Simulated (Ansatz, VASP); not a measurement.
# Ta3TiN4: VASP beside Ansatz

```xyz
8
Lattice="3.1135 0.0000 0.0000 0.0000 3.1135 0.0000 0.0000 0.0000 8.6840" Properties=species:S:1:pos:R:3 pbc="T T T"
Ti    0.0000    0.0000    4.3420
Ta    0.0000    0.0000    0.0000
Ta    1.5567    1.5567    2.2239
Ta    1.5567    1.5567    6.4600
N     0.0000    0.0000    6.4799
N     1.5567    1.5567    0.0000
N     0.0000    0.0000    2.2041
N     1.5567    1.5567    4.3420
```

Alike in both runs: functional PBE; k mesh 6 × 6 × 2; occupations gaussian, width 0.1 eV; collinear spin.

Ansatz relaxed the structure, and its values are those at the end. VASP's run is a single point on that final structure, the one shown.

|  | VASP | Ansatz |
| --- | --- | --- |
| version | VASP 6.6.1 | Ansatz 0.2.0 |
| potentials or method | VASP PAW PBE potentials, release 64 (Ti_sv, Ta_pv, N) | scalar-relativistic, plane waves, PAW |
| plane-wave cutoff (eV) | 520 | 420 |
| valence electrons in the cell | 65 | 71 |

Ansatz gave:

| Item | Value |
| --- | --- |
| gap on the k mesh at the Fermi level (eV) | none |
| pressure (GPa) | 0.0 |
| net moment per atom (μB) | 0.00 |

Problem. What did VASP give for the same quantities?

Solution. gap on the k mesh at the Fermi level (eV): none; pressure (GPa): 0.7; net moment per atom (μB): 0.00.

A gap of «none» marks a metal or a gap that the smearing closes. The functional is the same, so the differences come from potentials, cutoffs and numerics. The two sets of potentials don't hold the same shells in valence. Ansatz warned: «seeded_moment_not_kept».

Caveats: the k mesh is coarse (spacing up to 0.36 Å⁻¹), so the values aren't converged. The runs have no spin-orbit coupling, so splittings on Ta are missing.
